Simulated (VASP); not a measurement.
A cell of Tb (hcp) near equilibrium:

```
Tb
1.0
    1.78002    -3.08309     0.00000
    1.78002     3.08309     0.00000
    0.00000     0.00000     5.56512
Tb
2
Cartesian
  1.78002   1.02770   1.39128
  1.78002  -1.02770   4.17384
```

All values below come from PBEsol GGA, VASP's PBE PAW potentials (set 64) (plane waves; VASP).

The 4f electrons are frozen in the core of the lanthanide potential, so 4f levels, which can set the real gap, and their magnetism are missing.

```
run               ΔE (meV/atom)    σxx    σyy    σzz  largest shear component, with its sign (GPa)  largest force (eV/Å)
----------------  -------------  -----  -----  -----  --------------------------------------------  --------------------
as it is                    0.0   0.06   0.06  -0.18                                          0.00                 0.000
after one change           31.4  -1.56  -3.65  -3.79                                          0.00                 0.023
```
Stress is in GPa, positive when the cell is compressed.

Task: Which change was made?
A. uniaxial strain of +3.0 % along z
B. biaxial strain of +4.0 % in the yz plane
C. atom 1 (Tb) moved by 0.150 Å along x
D. atom 2 (Tb) moved by -0.075 Å along y

Result: B, biaxial strain of +4.0 % in the yz plane

The compound is Tb in the hcp structure.
